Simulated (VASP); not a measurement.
Here is the system:

```xyz
3
Lattice="1.6751 -2.9014 0.0000 1.6751 2.9014 0.0000 0.0000 0.0000 6.2113" Properties=species:S:1:pos:R:3 pbc="T T T"
Ti     0.0000     0.0000     0.0000
S      1.6751     0.9671     1.4250
S      1.6751    -0.9671     4.7863
```

Calculation: AM05 GGA, VASP's PBE PAW potentials (set 64) (plane waves; VASP). Run with 520 eV cut-off, Gaussian smearing of 0.050 eV, potentials Ti_sv S.

Without a dispersion term in the relaxation, distances and binding between the weakly bound layers, chains or molecules are unreliable, and so is what depends on them.

### Question
What does the run give for the band gap (along the path) with the smallest direct gap where there is one?

### Answer

```json
{
  "band gap (along the path)": "none (metal, semimetal or under 0.01 eV)"
}
```

Only differences to runs with the same potentials and settings are physical.

The compound is TiS2 in the 1T layered structure. It was relaxed first, which changed the volume by +5 %.
